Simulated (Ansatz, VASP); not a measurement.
# CrO2: VASP beside Ansatz

Wanted: the spread between two codes on one cell, functional and k mesh.

Calculated with Ansatz 0.2.0; plane waves, with VASP 6.6.1 beside it; single point at r2SCAN, DFT+U.

## 1. The starting structure

The structure is tetragonal, space group P4_2/mnm (No. 136). Conventional cell: a = 4.421 Å, b = 4.421 Å, c = 2.917 Å, α = 90.00°, β = 90.00°, γ = 90.00°. Nearest to Cr lie 6 O at 1.88 to 1.92 Å. O has 3 Cr at 1.88 to 1.92 Å nearest. Farther neighbours and most contacts between anions are not listed.

## 2. Ansatz: single point, r2SCAN, DFT+U

Ansatz runs on its default PAW (the set named soft_2) files.

With cell and atoms fixed, the geometry can't cause a difference; cores, projectors, grids and the points listed under the comparison can.

input.yaml

```yaml
crystal:
  lattice:
    - [4.421, 0.0, 0.0]
    - [0.0, 4.421, 0.0]
    - [0.0, 0.0, 2.917]
  atoms:
    - { symbol: Cr, position: [0.5, 0.5, 0.5], spin: 3.0 }
    - { symbol: Cr, position: [0.0, 0.0, 0.0], spin: 3.0 }
    - { symbol: O, position: [0.801, 0.199, 0.5] }
    - { symbol: O, position: [0.699, 0.699, 0.0] }
    - { symbol: O, position: [0.199, 0.801, 0.5] }
    - { symbol: O, position: [0.301, 0.301, 0.0] }
hamiltonian:
  xc: r2scan
  pseudopotentials: { kind: paw }
  hubbard: { sites: [{ species: Cr, l: d, u_eff: 4.0 }] }
magnetization:
  spin_polarized: true
kpoints:
  mp_grid: { grid: [4, 4, 6] }
scf:
  occupations: { method: gaussian, width: 0.05 }
  n_extra_bands: 5
output:
  forces: true
  stress: true
  eigenvalues: true
  write_density: true
  write_potential: true
  elf: true
  volumetric_format: npy
```

On the command line:

```
$ ansatz run input.yaml --threads 4 --pin off --max-ram 9216MiB --backend cpu --events-out ev --progress --plain --runs-dir out
```

Numbers of over 12 decimals in the logs are rounded to 6 here.

Output:

```text
Warning: the band count 31 (scf.n_extra_bands) hosts the net moment |M| = 6.0000 μB (N_el = 52) but caps the reachable moment at 2·n_bands − N_el = 10.0000 μB, below the 35 bands that the automatic rule leaves for it — a moment growing past the seed, or the majority channel's smearing tail, pins there with fewer empty majority states than that count leaves; raise or omit scf.n_extra_bands unless the cap is intended
Cr: projections on atomic orbitals take those of the free atom [Ne] 3s2 3p6 3d5 4s1, of charge +0.00 (hamiltonian.pseudopotentials.projection_atoms); the dataset's partial waves leave at most 7.0e-7 of an orbital's norm unspanned inside its sphere
O: projections on atomic orbitals take those of the free atom [He] 2s2 2p4, of charge +0.00 (hamiltonian.pseudopotentials.projection_atoms); the dataset's partial waves leave at most 1.9e-8 of an orbital's norm unspanned inside its sphere
scf.n_extra_bands = 5 over 26 filled bands (N_el = 52.0): the run solves 31 bands
Engine: ansatz 0.2.0, x86_64-unknown-linux-gnu
Pseudopotentials: kind: paw
Pseudopotential: Cr, paw, valence charge 14, recommended cutoff 500 eV (meta_gga), Cr.paw.azcp
Pseudopotential: O, paw, valence charge 6, recommended cutoff 500 eV (meta_gga), O.paw.azcp
Functional definition: r2SCAN
  parameter k0 = 0.174
  parameter k1 = 0.065
  parameter a1 = 4.9479
  exchange = r2scan_x(k0 = k0, k1 = k1, a1 = a1)
  correlation = r2scan_c
Crystal: 6 atoms, lattice volume = 57.013 Å³
Basis set: ecut = 500 eV, 1431 PW (Γ), exchange–correlation on 144×144×96 points (64 copies of the dense FFT grid, shifted against one another)
Bands: 31, of which v1, the nominal top of the filled ones, is band 26 counted from 1 (25 counted from 0)
Symmetry: 16 space group operations
Space group: P42/mnm (ITA 136), of the structure as read, at distance tolerance 3.8e-5 Å
Magnetic group: BNS 136.495 (UNI 1155), of the structure as read, at distance tolerance 3.8e-5 Å
k-points: 24 of 96
Non-local potential: Cr, projectors of the file, l = 0: 3, l = 1: 2, l = 2: 3, l = 3: 1
Non-local potential: O, projectors of the file, l = 0: 2, l = 1: 2, l = 2: 1
PAW form: soft (Blöchl's): semilocal exchange-correlation on the pseudo side does not see the compensation charge
PAW frozen core: Cr, regenerated for the run's functional (the file was generated under x = pbe(κ = 0.804, μ = 0.219515), c = pbe(β = 0.066725))
PAW frozen core: O, regenerated for the run's functional (the file was generated under x = pbe(κ = 0.804, μ = 0.219515), c = pbe(β = 0.066725))
PAW one-centre angular grid: Cr, 590 points (default); XC on 160 Gauss nodes
PAW one-centre angular grid: O, 302 points (default); XC on 160 Gauss nodes
Initial density: superposition of atomic densities (chi_scale 0.1, normalization cell, long waves kept (reshape's long-wave potential 0.00 eV rms))
Starting moments: Σ|m| = 6 μB on 2 of 6 sites
Initial wavefunctions: pseudopotential atomic-orbital guess
Functional: x = r2scan, c = r2scan; τ floored in thin density (d = 2e-4 eV/Å³)
SCF iter   1: F=—  HF=-9032.997111 eV  |F-HF|=—  |Δ(HF+E_count)|=         —  Δρ=8.05e-2 (↑8.05e-2 ↓6.88e-2)  dr2=6.10e0  dr2_τ=2.77e-1  dr2_m=1.51e0  M=4.000 μB ∫|m|=5.972 μB  β_m=0.30  ethr=3.10e-3  ⟨swp⟩=5.6  Hψ=5084  notcnv=0
preconditioner: auto → Kerker (q_TF=auto, 2.687 Å⁻¹)  [metal: Δε(μ)=0.014 eV  Ē_g=11.164 eV  σ=0.050 eV  W_gap=0.16  n_scr=18 (ndim 8)  ℏωp=29.5 eV  f_vac=0.000  D(μ)=2.02/eV (n_scr^D=10)]
spin=Collinear: Kerker preconditioning applied to the charge; magnetization (m = ρ↑ − ρ↓) channel mixes plain (no charge-response kernel on spin).
SCF iter   2: F=—  HF=-9034.304205 eV  |F-HF|=—  |Δ(HF+E_count)|=    1.31e0  Δρ=4.39e-2 (↑4.34e-2 ↓4.39e-2)  dr2=1.04e0  dr2_τ=5.27e-2  dr2_m=6.69e-1  M=4.000 μB ∫|m|=6.367 μB  β_m=0.30  ethr=3.10e-3  ⟨swp⟩=2.8  Hψ=3071  notcnv=0  defer=27  κ⁻¹=1.0e0(r=1)
SCF iter   3: F=—  HF=-9035.181305 eV  |F-HF|=—  |Δ(HF+E_count)|=   8.77e-1  Δρ=3.14e-2 (↑3.14e-2 ↓2.95e-2)  dr2=2.19e-1  dr2_τ=2.55e-2  dr2_m=3.60e-1  M=4.000 μB ∫|m|=6.577 μB  β_m=0.30  ethr=1.99e-3  ⟨swp⟩=2.6  Hψ=2412  notcnv=0  defer=27  κ⁻¹=6.3e-3(r=2)
SCF iter   4: F=—  HF=-9035.680193 eV  |F-HF|=—  |Δ(HF+E_count)|=   4.99e-1  Δρ=2.18e-2 (↑2.18e-2 ↓1.99e-2)  dr2=5.89e-2  dr2_τ=8.21e-3  dr2_m=2.12e-1  M=4.000 μB ∫|m|=6.508 μB  β_m=0.30  ethr=4.22e-4  ⟨swp⟩=2.6  Hψ=2780  notcnv=0  defer=27  κ⁻¹=3.9e-4(r=3)
SCF iter   5: F=—  HF=-9035.931879 eV  |F-HF|=—  |Δ(HF+E_count)|=   2.52e-1  Δρ=1.62e-2 (↑1.62e-2 ↓1.45e-2)  dr2=6.95e-3  dr2_τ=4.35e-3  dr2_m=1.20e-1  M=4.000 μB ∫|m|=6.574 μB  β_m=1.00  ethr=1.13e-4  ⟨swp⟩=2.6  Hψ=2825  notcnv=0  defer=27  κ⁻¹=9.0e-5(r=4)
SCF iter   6: F=—  HF=-9036.157129 eV  |F-HF|=—  |Δ(HF+E_count)|=   2.25e-1  Δρ=1.08e-2 (↑1.08e-2 ↓3.48e-3)  dr2=8.44e-2  dr2_τ=1.37e-3  dr2_m=1.45e-2  M=4.000 μB ∫|m|=6.794 μB  β_m=1.00  ethr=1.34e-5  ⟨swp⟩=2.8  Hψ=3414  notcnv=0  defer=27  κ⁻¹=2.6e-5(r=5)
SCF iter   7: F=—  HF=-9036.217926 eV  |F-HF|=—  |Δ(HF+E_count)|=   6.08e-2  Δρ=5.20e-3 (↑5.20e-3 ↓3.30e-3)  dr2=3.59e-2  dr2_τ=2.16e-4  dr2_m=1.34e-3  M=4.000 μB ∫|m|=6.808 μB  β_m=1.00  ethr=1.34e-5  ⟨swp⟩=2.2  Hψ=3090  notcnv=0  defer=27  κ⁻¹=9.3e-6(r=6)
SCF iter   8: F=—  HF=-9036.280795 eV  |F-HF|=—  |Δ(HF+E_count)|=   6.29e-2  Δρ=9.51e-3 (↑9.51e-3 ↓5.05e-3)  dr2=1.11e-1  dr2_τ=6.62e-4  dr2_m=2.84e-3  M=4.000 μB ∫|m|=6.859 μB  β_m=1.00  ethr=1.34e-5  ⟨swp⟩=2.4  Hψ=2768  notcnv=0  defer=27  κ⁻¹=4.3e-6(r=7)
SCF iter   9: F=—  HF=-9036.293763 eV  |F-HF|=—  |Δ(HF+E_count)|=   1.30e-2  Δρ=2.46e-3 (↑2.21e-3 ↓2.46e-3)  dr2=3.47e-3  dr2_τ=3.09e-4  dr2_m=1.33e-3  M=4.000 μB ∫|m|=6.781 μB  β_m=0.30  ethr=1.34e-5  ⟨swp⟩=2.6  Hψ=3004  notcnv=0  defer=27  κ⁻¹=3.9e-6(r=8)
SCF iter  10: F=—  HF=-9036.315564 eV  |F-HF|=—  |Δ(HF+E_count)|=   2.18e-2  Δρ=3.73e-3 (↑3.73e-3 ↓1.06e-3)  dr2=3.64e-3  dr2_τ=1.34e-4  dr2_m=2.72e-3  M=4.000 μB ∫|m|=6.737 μB  β_m=0.30  ethr=6.68e-6  ⟨swp⟩=2.6  Hψ=2898  notcnv=0  defer=26  κ⁻¹=2.8e-6(r=8)
[...]
spin-set hold released at iteration 12 (site moments contracting): the magnetisation degrees of freedom join the quasi-Newton model from the next iteration; the mixer history was flushed
SCF iter  13: F=—  HF=-9036.342869 eV  |F-HF|=—  |Δ(HF+E_count)|=   5.53e-3  Δρ=9.73e-4 (↑9.73e-4 ↓3.78e-4)  dr2=2.73e-4  dr2_τ=1.06e-5  dr2_m=5.95e-5  M=4.000 μB ∫|m|=6.711 μB  β_m=1.20  ethr=4.93e-7  ⟨swp⟩=2.3  Hψ=2790  notcnv=0  defer=26  κ⁻¹=1.0e0(r=1)
SCF iter  14: F=—  HF=-9036.348629 eV  |F-HF|=—  |Δ(HF+E_count)|=   5.76e-3  Δρ=7.26e-4 (↑7.26e-4 ↓4.46e-4)  dr2=1.90e-4  dr2_τ=4.10e-6  dr2_m=1.62e-5  M=4.000 μB ∫|m|=6.697 μB  β_m=1.20  ethr=4.93e-7  ⟨swp⟩=2.2  Hψ=2710  notcnv=0  defer=26  κ⁻¹=3.1e-1(r=2)
SCF iter  15: F=—  HF=-9036.352631 eV  |F-HF|=—  |Δ(HF+E_count)|=   4.00e-3  Δρ=3.84e-4 (↑3.84e-4 ↓3.69e-4)  dr2=8.88e-5  dr2_τ=2.09e-6  dr2_m=1.90e-6  M=4.000 μB ∫|m|=6.676 μB  β_m=1.20  ethr=3.64e-7  ⟨swp⟩=2.9  Hψ=3207  notcnv=0  defer=26  κ⁻¹=1.6e-2(r=3)
SCF iter  16: F=—  HF=-9036.352859 eV  |F-HF|=—  |Δ(HF+E_count)|=   2.27e-4  Δρ=2.67e-4 (↑2.67e-4 ↓2.08e-4)  dr2=4.05e-5  dr2_τ=7.07e-7  dr2_m=1.67e-6  M=4.000 μB ∫|m|=6.673 μB  β_m=1.20  ethr=1.71e-7  ⟨swp⟩=2.1  Hψ=2413  notcnv=0  defer=26  κ⁻¹=8.0e-3(r=4)
SCF iter  17: F=—  HF=-9036.352963 eV  |F-HF|=—  |Δ(HF+E_count)|=   1.04e-4  Δρ=1.03e-4 (↑1.03e-4 ↓7.28e-5)  dr2=1.01e-5  dr2_τ=1.29e-7  dr2_m=2.27e-7  M=4.000 μB ∫|m|=6.672 μB  β_m=1.20  ethr=7.78e-8  ⟨swp⟩=2.1  Hψ=2544  notcnv=0  defer=26  κ⁻¹=3.9e-3(r=5)
SCF iter  18: F=—  HF=-9036.352973 eV  |F-HF|=—  |Δ(HF+E_count)|=   1.05e-5  Δρ=5.88e-5 (↑5.88e-5 ↓4.93e-5)  dr2=4.26e-6  dr2_τ=7.49e-8  dr2_m=1.08e-7  M=4.000 μB ∫|m|=6.672 μB  β_m=1.20  ethr=1.95e-8  ⟨swp⟩=2.5  Hψ=2812  notcnv=0  defer=26  κ⁻¹=2.5e-4(r=6)
SCF iter  19: F=—  HF=-9036.352979 eV  |F-HF|=—  |Δ(HF+E_count)|=   5.71e-6  Δρ=2.73e-5 (↑2.70e-5 ↓2.73e-5)  dr2=9.19e-7  dr2_τ=2.24e-8  dr2_m=3.37e-8  M=4.000 μB ∫|m|=6.673 μB  β_m=1.20  ethr=8.19e-9  ⟨swp⟩=2.1  Hψ=2310  notcnv=0  defer=26  κ⁻¹=1.2e-4(r=7)
SCF iter  20: F=—  HF=-9036.352981 eV  |F-HF|=—  |Δ(HF+E_count)|=   1.94e-6  Δρ=1.34e-5 (↑1.01e-5 ↓1.34e-5)  dr2=2.61e-7  dr2_τ=4.39e-9  dr2_m=1.01e-8  M=4.000 μB ∫|m|=6.674 μB  β_m=1.20  ethr=1.77e-9  ⟨swp⟩=2.0  Hψ=2461  notcnv=0  defer=26  κ⁻¹=7.4e-5(r=8)
SCF iter  21: F=—  HF=-9036.352981 eV  |F-HF|=—  |Δ(HF+E_count)|=   1.69e-7  Δρ=7.31e-6 (↑7.31e-6 ↓6.70e-6)  dr2=8.62e-8  dr2_τ=1.34e-9  dr2_m=3.70e-10  M=4.000 μB ∫|m|=6.675 μB  β_m=1.20  ethr=1.92e-10  ⟨swp⟩=8.5  Hψ=9338  notcnv=0  κ⁻¹=1.6e-5(r=8)
SCF iter  22: F=-9036.352981 eV  HF=-9036.352981 eV  |F-HF|=8.09e-9  |Δ(HF+E_count)|=   1.33e-8  Δρ=4.36e-6 (↑4.36e-6 ↓4.14e-6)  dr2=2.97e-8  dr2_τ=5.58e-10  dr2_m=5.83e-10  M=4.000 μB ∫|m|=6.675 μB  ethr=1.66e-10  ⟨swp⟩=7.2  Hψ=7930  notcnv=0
SCF 1 converged in 22 iterations: F = -9036.352981 eV  dr2 = 2.97e-8
  greatest PAW one-centre occupation: 1.000 electrons in one spin orbital (limit 2), on the Cr atom at site 1 (counted from 0), in its partial waves of l = 0
this state was not tested for a lower state beside it, because the mixer in use, unlike msr1, does not test its closes by its own steps (another_mixer; see scf.mixing.algorithm and scf.lower_state_search)
SCF converged after 22 iterations
Magnetization: 4.0000 μB (28.0000 up, 24.0000 down)
Absolute magnetization: 6.6749 μB (∫|ρ↑−ρ↓|, with the PAW one-centre terms)
Spin contamination: 0.8161 ħ² per cell (⟨S²⟩ above its minimum at these occupations)
Per-site moments (μB) at R_I (Å): [(2.133930, 0.776294), (2.133930, 0.776294), (-0.300678, 0.776294), (-0.300678, 0.776294), (-0.300678, 0.776294), (-0.300678, 0.776294)]
Free energy (F): -9036.352981 eV
Harris-Foulkes:  -9036.352981 eV  (|F-HF|=8.09e-9)
Internal energy: -9036.351051 eV  (E = F + TS)
E sigma→0 (E₀):  -9036.352016 eV
Entropy (-TS):   -0.001930 eV (-0.322 meV/atom)
Fermi energy:    10.017457 eV
--- Per-component energies (eV) ---
  E_band       = -563.066402
  E_kinetic    = 1383.806977
  E_local      = -4413.380107  (includes V_loc(G=0)·N_el)
  E_nonlocal   = 345.918629
  E_hartree    = 1762.942875
  E_xc         = -567.010576
  E_vxc        = -819.240323  (∫ρ·V_xc dr)
  E_hubbard    = 5.513527  (on-site DFT+U / exact-exchange correction)
  E_vhub       = -5.727848  (the Hubbard potential's part of the band-sum identity)
  E_paw        = -3041.332056  (= ΣΔE_a)
  E_vpaw       = -631.963842  (= ΣTr[D̂ρ^β])
  E_aug_tail   = 0.004550  (compensation charges beyond the density's cutoff)
  E_vtau       = 51.631233  (kinetic-family band-sum trace: ∫τ·v_τ [+ j·A + Jᵃ·Aᵃ] dr)
  E_ewald      = -4512.142452
  E_core_change = -0.672418  (= ΣΔE_core)
  E_smearing   = -0.001930  (= −TS)
  E_closure    = 0.000000  (closes the sum)
  Σ components = -9036.352981   (vs F -9036.352981, Δ=0.00e0)
--- Forces (eV/Å), atoms counted from 1 ---
  atom   1  Cr    -0.00000000     0.00000000     0.00000000
  atom   2  Cr     0.00000000    -0.00000000     0.00000000
  atom   3  O      0.09403330    -0.09403330     0.00000000
  atom   4  O     -0.09403330    -0.09403330     0.00000000
  atom   5  O     -0.09403330     0.09403330     0.00000000
  atom   6  O      0.09403330     0.09403330     0.00000000
  max |Σ_I F_I| component: 5.55e-17 eV/Å
--- Stress (GPa, compression-positive) ---
        7.356729       0.000000       0.000000
        0.000000       7.356729       0.000000
        0.000000       0.000000       9.817331
  P = ⅓ Tr σ = 8.1769 GPa (81.769 kbar)
--- Band table (eV; the first three rows and the last of 48) ---
  k-point 0 ↑: bands = [... 22 lower, 7.4723, 7.5810, 7.7040, 8.9781, 9.6532, 9.6532, 10.4070, 11.0384, ... 1 higher]
  k-point 1 ↑: bands = [... 22 lower, 7.2824, 7.6791, 7.9793, 8.7375, 9.9554, 9.9554, 10.0942, 10.8854, ... 1 higher]
  k-point 2 ↑: bands = [... 22 lower, 7.7044, 7.7044, 7.8508, 8.2582, 9.7182, 10.3916, 10.3916, 10.4739, ... 1 higher]
  k-point 23 ↓: bands = [... 22 lower, 8.5140, 8.5140, 14.3350, 14.3350, 14.8363, 14.8363, 15.3217, 15.3217, ... 1 higher]
Occupation matrices written to <dir>
```

The job ended after 14 s (4 threads of Intel Xeon Platinum 8375C at 2.90GHz (Ice Lake), shared host; peak memory 0.67 GiB; 43 s of CPU time).

The column dr2 measures how far the density is from self-consistency, as an energy; F and HF (Harris–Foulkes) agree once it is small.

The run ends at a pressure of 8.18 GPa, with forces up to 0.13 eV/Å.

(Part 1 of 2 ends here.)

[Lines on the potential files, build, host, timing and source positions are cut from VASP's logs without a mark.]

[Logs are printed without paths, hosts, clocks, repeated set-up lines and the standing remarks that a program may print on its own settings, such as how far it seeks lower states.]

[Hosts, paths, dates, database ids (printed as entryN), source tags and the programs' standing remarks are cut or masked in the printed files.]
